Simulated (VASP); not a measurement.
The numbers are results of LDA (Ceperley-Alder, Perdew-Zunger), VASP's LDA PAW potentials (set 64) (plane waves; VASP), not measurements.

VASP input:

**INCAR**
```
SYSTEM = TiCo
PREC = Accurate
ENCUT = 500
EDIFF = 1E-6
NELM = 100
ALGO = Normal
LREAL = .FALSE.
LASPH = .TRUE.
ISMEAR = 1
SIGMA = 0.1
LMAXMIX = 4
LWAVE = .FALSE.
LCHARG = .FALSE.
IBRION = 2
ISIF = 3
NSW = 40
EDIFFG = -0.02
PSTRESS = 200
```

**KPOINTS**
```
K-points
0
gamma
 13 13 13
0 0 0
```

### POSCAR
```
TiCo
1
    2.8237357902    -0.0000000000     0.0000000000
   -0.0000000000     2.8237357902    -0.0000000000
    0.0000000000    -0.0000000000     2.8237357902
Ti Co
1 1
Direct
  0.0000000000   0.0000000000   0.0000000000
  0.5000000000   0.5000000000   0.5000000000
```

POTCAR, in this order: Ti_sv Co (LDA.64 set). Program: vasp_std.

What VASP printed:

**OUTCAR**
```
 ion  position               nearest neighbor table
   1  0.000  0.000  0.000-   2 2.45   2 2.45   2 2.45   2 2.45   2 2.45   2 2.45   2 2.45   2 2.45
  LATTYP: Found a simple cubic cell.
 ALAT       =     2.8237357902
 Subroutine PRICEL returns:
 Original cell was already a primitive cell.
 Subroutine GETGRP returns: Found 48 space group operations
The static configuration has the point symmetry O_h .
The dynamic configuration has the point symmetry O_h .
 Subroutine INISYM returns: Found 48 space group operations
 Subroutine IBZKPT returns following result:
 Found     84 irreducible k-points:

 Following reciprocal coordinates:
            Coordinates               Weight
  0.000000  0.000000  0.000000      1.000000
  0.076923  0.000000  0.000000      6.000000
  0.153846  0.000000  0.000000      6.000000
  0.230769  0.000000  0.000000      6.000000
  0.307692  0.000000  0.000000      6.000000
  0.384615  0.000000  0.000000      6.000000
  0.461538  0.000000  0.000000      6.000000
  0.076923  0.076923  0.000000     12.000000
  0.153846  0.076923  0.000000     24.000000
  0.230769  0.076923  0.000000     24.000000
  0.307692  0.076923  0.000000     24.000000
  0.384615  0.076923  0.000000     24.000000
  0.461538  0.076923  0.000000     24.000000
  0.153846  0.153846  0.000000     12.000000
  0.230769  0.153846  0.000000     24.000000
  0.307692  0.153846  0.000000     24.000000
  0.384615  0.153846  0.000000     24.000000
  0.461538  0.153846  0.000000     24.000000
  0.230769  0.230769  0.000000     12.000000
  0.307692  0.230769  0.000000     24.000000
  0.384615  0.230769  0.000000     24.000000
  0.461538  0.230769  0.000000     24.000000
  0.307692  0.307692  0.000000     12.000000
  0.384615  0.307692  0.000000     24.000000
  0.461538  0.307692  0.000000     24.000000
...
```

File OSZICAR:
```
       N       E                     dE             d eps       ncg     rms          rms(c)
DAV:   1     0.150980239133E+03    0.15098E+03   -0.10340E+04  2360   0.191E+03
DAV:   2    -0.103524350459E+02   -0.16133E+03   -0.15851E+03  2370   0.415E+02
DAV:   3    -0.192685812209E+02   -0.89161E+01   -0.88458E+01  3768   0.108E+02
DAV:   4    -0.195055625219E+02   -0.23698E+00   -0.23191E+00  2798   0.143E+01
DAV:   5    -0.195143615387E+02   -0.87990E-02   -0.87965E-02  3444   0.254E+00    0.158E+01
DAV:   6    -0.180685257052E+02    0.14458E+01   -0.12605E+01  2526   0.569E+01    0.725E+00
DAV:   7    -0.191980398231E+02   -0.11295E+01   -0.20170E+01  3638   0.527E+01    0.174E+01
DAV:   8    -0.174760904850E+02    0.17219E+01   -0.10186E+01  3454   0.357E+01    0.205E+00
DAV:   9    -0.175112012505E+02   -0.35111E-01   -0.25114E-01  3378   0.549E+00    0.189E+00
DAV:  10    -0.174905258687E+02    0.20675E-01   -0.92164E-02  3506   0.415E+00    0.453E-01
DAV:  11    -0.174893742975E+02    0.11516E-02   -0.64281E-03  3172   0.912E-01    0.173E-01
DAV:  12    -0.174890867316E+02    0.28757E-03   -0.81941E-04  3652   0.279E-01    0.509E-02
DAV:  13    -0.174890755151E+02    0.11216E-04   -0.39419E-05  3170   0.644E-02    0.260E-02
DAV:  14    -0.174890714822E+02    0.40329E-05   -0.17909E-05  3544   0.477E-02    0.346E-03
DAV:  15    -0.174890714476E+02    0.34578E-07   -0.60190E-07  1326   0.123E-02
   1 F= -.14678520E+02 E0= -.14678843E+02  d E =-.146785E+02
```

File OUTCAR:
```
------------------------ aborting loop because EDIFF is reached ----------------------------------------
  FORCE on cell =-STRESS in cart. coord.  units (eV):
  Direction    XX          YY          ZZ          XY          YZ          ZX
  --------------------------------------------------------------------------------------
  Total        2.7712610      2.7712610      2.7712610     -0.0000000     -0.0000000      0.0000000
  in kB      197.2040557    197.2040557    197.2040557     -0.0000000     -0.0000000      0.0000000
  external PRESSURE =      -2.7959443 kB  Pullay stress =     200.0000000 kB
  volume of cell :       22.52
      direct lattice vectors                 reciprocal lattice vectors
     2.823735790  0.000000000  0.000000000     0.354140782  0.000000000  0.000000000
     0.000000000  2.823735790  0.000000000     0.000000000  0.354140782  0.000000000
     0.000000000  0.000000000  2.823735790     0.000000000  0.000000000  0.354140782
 POSITION                                       TOTAL-FORCE (eV/Angst)
 -----------------------------------------------------------------------------------
      0.00000      0.00000      0.00000         0.000000      0.000000      0.000000
      1.41187      1.41187      1.41187         0.000000      0.000000      0.000000
 -----------------------------------------------------------------------------------
    total drift:                                0.000000      0.000000     -0.000000
  FREE ENERGIE OF THE ION-ELECTRON SYSTEM (eV)
  ---------------------------------------------------
  free  energy   TOTEN  =       -17.4890714476 eV

  energy  without entropy=      -17.4900404243  energy(sigma->0) =      -17.48939444
  enthalpy is  TOTEN    =       -14.6785196824 eV   P V=        2.8105517652

 reached required accuracy - stopping structural energy minimisation
```
(Selected blocks of OUTCAR.)

OUTCAR:
```
 val. band max:       11.9852702454   @ k =   0.3077   0.0769   0.0769

 cond. band min:      11.9958791169   @ k =   0.3846   0.3846   0.3077


 Fermi energy:        11.9878832766

 k-point     1 :       0.0000    0.0000    0.0000
  band No.  band energies     occupation
      1     -44.2466      2.00000
      2     -20.6454      2.00000
      3     -20.6454      2.00000
      4     -20.6454      2.00000
      5       3.7490      2.00000
      6       7.2474      2.00000
      7       7.2474      2.00000
      8      10.1980      2.00000
      9      10.1980      2.00000
     10      10.1980      2.00000
     11      12.8987     -0.00000
     12      12.8987     -0.00000
     13      15.3451      0.00000
     14      15.3451      0.00000

 k-point     2 :       0.0769    0.0000    0.0000
  band No.  band energies     occupation
      1     -44.2427      2.00000
      2     -20.6780      2.00000
      3     -20.6433      2.00000
      4     -20.6433      2.00000
      5       3.8870      2.00000
      6       7.3109      2.00000
      7       7.3255      2.00000
      8      10.1889      2.00000
      9      10.1889      2.00000
     10      10.2249      2.00000
     11      12.8180     -0.00000
     12      12.9319     -0.00000
     13      15.1345      0.00000
     14      15.1345      0.00000

 k-point     3 :       0.1538    0.0000    0.0000
  band No.  band energies     occupation
      1     -44.2317      2.00000
      2     -20.7677      2.00000
      3     -20.6374      2.00000
      4     -20.6374      2.00000
      5       4.2892      2.00000
      6       7.4979      2.00000
      7       7.5397      2.00000
      8      10.1665      2.00000
      9      10.1665      2.00000
     10      10.3015      2.00000
     11      12.5826     -0.00000
     12      13.0138     -0.00000
     13      14.6154      0.00000
     14      14.6154      0.00000

 k-point     4 :       0.2308    0.0000    0.0000
  band No.  band energies     occupation
...
```

The compound is TiCo in the CsCl type structure. It was relaxed first under an external pressure of 20 GPa. The run is not spin-polarised, so no magnetic state was tried. The electron count is odd and the run is not spin-polarised, which forces a metal.
